A relaxed cell is the base for later work on a metal: surfaces are cut from it and strain is measured against it. The runs below relax the same non-magnetic ruthenium crystal with five density functionals. They are a selection: runs that failed or met a known fault of the program are left out, as are some with graver warnings. "Largest" and "smallest" therefore refer to these five rows only. The volume change counts from the supplied cell, which is a common start and not a measurement.

VASP 6.6.1, plane-wave PAW DFT without spin polarisation, for relaxed cells of hexagonal Ru (P6_3/mmc, 2 atoms). All rows use a 600 eV cutoff, an 18 × 18 × 10 k mesh and Gaussian smearing of 0.1 eV, with no dispersion correction or spin–orbit coupling. Volume changes count from the supplied cell (a = 2.708 Å, c = 4.268 Å).

| functional | potentials | volume change (%) | relaxed length a (Å) | relaxed length c (Å) |
| --- | --- | --- | --- | --- |
| LDA | VASP-PAW-LDA-potentials,-recommended | -3.180 | 2.676 | 4.231 |
| PBE | VASP-PAW-PBE-potentials,-recommended | 1.530 | 2.720 | 4.296 |
| PBEsol | VASP-PAW-PBE-potentials,-recommended | -1.740 | 2.689 | 4.252 |
| RPBE | VASP-PAW-PBE-potentials,-recommended | 2.990 | 2.733 | 4.316 |
| r2SCAN | VASP-PAW-PBE-potentials,-recommended | 0.010 | 2.707 | 4.273 |

### 1. Which functional gives the largest cell, and which the smallest?

RPBE gives the largest cell and LDA the smallest, with PBEsol, r2SCAN and PBE between them in rising order. The two ends differ by 6.2% of the starting volume. Since volume goes as the cube of length, this is about 2% in each edge, or 0.057 Å in length a.

### 2. Why does LDA give the tighter crystal?

LDA treats each small region as if it belonged to a uniform electron gas. PBE, PBEsol and RPBE also look at the gradient, that is, how quickly the density changes over the local spacing of the electrons. In a perfectly uniform gas the gradient vanishes and these three return to LDA.

The opposite limit is a set of separated atoms, where the density falls away steeply around each one. There the gradient correction to exchange lowers the energy strongly. A crystal lies between the limits, and stretching it moves it towards the atoms. The correction therefore favours the stretched crystal, and the energy minimum shifts outwards.

The gradient correction to correlation works the other way. It weakens correlation where the density varies strongly, which costs the stretched crystal energy and pulls the minimum back in. What remains is a difference between an outward and an inward push. This is standard theory; the runs give only the net result.

### 3. PBEsol has a gradient correction too, so why is it closer to LDA than to PBE?

At small gradients, PBEsol keeps about 0.56 of PBE's exchange correction. Suppose that the volume gained over LDA shrinks in the same proportion. PBE gains $1.53-(-3.18)=4.71$ percentage points, so PBEsol should gain $0.56\times4.71\approx2.6$ and end near −0.5%.

The calculation gives −1.74%, so this estimate is too large by 1.2% of the starting volume. LDA and PBE fixed the estimate, while the PBEsol volume was not used. PBEsol in fact keeps only 0.31 of PBE's gain.

The inward push offers a reason for the direction of the miss. Call PBE's outward push $X$ and its inward push $C$. PBEsol keeps about 0.69 of the correlation correction, so its net push is roughly

$$0.56X-0.69C=0.56(X-C)-0.13C.$$

The last term puts the result below 0.56 of PBE's net push. Both fractions belong to small gradients, however, and there PBE's two corrections are built to cancel. Its gain in volume must therefore come from larger gradients, where PBEsol keeps a larger share of both corrections. The share of correlation is still expected to be the greater one, which favours a smaller cell, as found. But the exchange share has also risen above 0.56, so the two coefficients alone prove neither the direction of the miss nor its size. LDA also uses its own potentials, and the effect of that change was not tested.

### 4. RPBE has the same small-gradient exchange as PBE, so why is its cell larger?

The estimate from question 3 would give RPBE and PBE the same volume, yet RPBE is larger by 1.5% of the start. Their exchange corrections agree at very small gradients and approach the same ceiling at very large ones. In between, RPBE's correction rises faster and rewards a varying density more.

The two rows share their correlation and their potentials, so the form of exchange is what separates them. The extra volume must then come from regions of intermediate gradient. For a neighbouring case, compare functionals over the gradients that the material really contains, since a single coefficient can miss a visible part of the change.

### 5. How strong is the push from a change of functional?

Going from PBE to PBEsol shrinks the cell about as much as a pressure of 10 GPa would. This follows from the PBE stiffness, a bulk modulus of about 310 GPa, which is approximate because the elastic constants are not converged in k points. The same push would move a metal half as stiff about twice as far. Softness therefore matters as much as the functional when such a shift is guessed for another metal.

In energy the shift is small. Near its minimum a crystal behaves like a spring, with energy $\tfrac12 BV(\Delta V/V)^2$, where $B$ is the bulk modulus, $V$ the relaxed volume and $\Delta V$ the distance from it. With PBE's stiffness this gives 23.1 meV per two-atom cell for RPBE's relaxation from the start, and the run itself gives 23.4 meV. For PBE the estimate is 6.1 meV against 6.5 meV in the run, a larger miss in proportion. The closer match for RPBE may be partly luck, since its own stiffness was not computed. A volume error of 3% thus costs very little energy. A modest difference in how the energies of two functionals change with volume is therefore enough to move the minimum visibly.

### 6. Which digits can be trusted?

The order of the five volumes is safe at these settings, because neighbouring rows differ by more than 1% of the start. PBEsol, RPBE and r2SCAN run on potentials made for PBE, however, and the size of that effect was not tested. The r2SCAN change of 0.01% should be read as zero: the pressure left in that run alone is worth about 0.02%. Its unchanged volume hides a slightly shorter length a and a slightly longer length c.

The ratio c/a needs more caution. It lies between 1.579 and 1.581 in all five rows, while rounding of the lengths can shift each value by 0.0005. Every relaxed cell is flatter than ideal close packing, for which the ratio is 1.633. The two smallest cells, LDA and PBEsol, have a ratio of 1.581 and the other three 1.579. This gap is larger than the rounding. PBE's elastic constants suggest a cause, since they make length a shrink by a larger fraction than length c under uniform pressure. They are not converged in k points, however, so this is only a tentative explanation. If a tighter functional acts like such a pressure, the smaller cells should have the higher ratio. Volume is not the whole story, however, because r2SCAN has a smaller cell than PBE without a visibly higher ratio. Differences within each group are not resolved by these rounded lengths.

### 7. Which cell should be used in practice?

The supplied cell cannot decide which functional is right. As a rough recalled figure, the measured cell has a volume near 27 Å³. That marks LDA, at 26.2 Å³, as too small and RPBE, at 27.9 Å³, as too large, but it is too coarse to rank the three in the middle. A finer ranking would also need thermal expansion and zero-point motion, which these static cells leave out.

For strain, consistency matters more than the ranking. Length a is 2.720 Å in PBE and 2.689 Å in PBEsol, so using one as the reference for the other creates a false strain of $0.031/2.689\approx1.2\%$. Relax the unstrained metal with the same functional, potentials and settings as the strained one, and take that cell as zero. The printed analysis after this text gives the remaining comparisons.

Printed output of the fit:

```
Shape of the relaxed cells:
     row  change of a in %  change of c in %    c/a  volume above LDA in % of start
     LDA            -1.174           -0.8692  1.581                               0
     PBE            0.4506            0.6537  1.579                            4.71
  PBEsol           -0.6943           -0.3772  1.581                            1.44
    RPBE            0.9306             1.122  1.579                            6.17
  r2SCAN          -0.02954            0.1148  1.579                            3.19
c/a of the start: 1.576
c/a of ideal close packing: 1.633
largest rounding error of c/a: 0.0004823
RPBE less LDA, length a in angstrom: 0.057
RPBE less PBE, volume in % of start: 1.46
PBE less PBEsol, volume in % of start: 3.27
exchange coefficient, PBEsol over PBE: 0.5612
correlation coefficient, PBEsol over PBE: 0.6866
computed lift above LDA, PBEsol over PBE: 0.3057
PBEsol volume change expected from exchange coefficient alone in %: -0.5369
that expectation less computed value in % of start: 1.203
bulk modulus PBE in GPa: 314.4
bulk modulus PBEsol in GPa: 350.2
rough pressure to squeeze PBE cell to PBEsol volume in GPa: 10.29
volume error from r2SCAN residual pressure of 0.049 GPa in %: 0.01558
spring estimate of relaxation energy PBE in meV per cell: 6.131
computed relaxation energy PBE in meV per cell: 6.5
spring estimate of relaxation energy RPBE in meV per cell: 23.08
computed relaxation energy RPBE in meV per cell: 23.41
```
